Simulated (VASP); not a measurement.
Energy against volume of Ho (hcp). All values below come from PBE GGA, VASP's PBE PAW potentials (set 64) (plane waves; VASP). Numerical set-up: 520 eV cut-off, 12×12×7 Γ-centred mesh, first-order Methfessel-Paxton smearing of 0.10 eV, potentials Ho_3.

The 4f electrons are frozen in the core of the lanthanide potential, so 4f levels, which can set the real gap, and their magnetism are missing.

Shape and ions are relaxed at each volume.

```tsv
V (Å³/atom)	E (eV/atom)
29.443	-4.49293
30.383	-4.50577
31.323	-4.51059
32.263	-4.50806
```

**Question.** Fit these four points and predict the energy of the run at 33.202 Å³/atom.

**Answer.** A cubic in V^(−2/3), the third-order Birch-Murnaghan form, passes through the four points with V0 = 31.46 Å³/atom and B0 = 41 GPa, and gives -4.4988 eV/atom there. The run gave -4.4988 eV/atom, -0.0 meV/atom from the fit; all five points give B0 = 41 GPa.

The compound is Ho in the hcp structure. It was relaxed first.
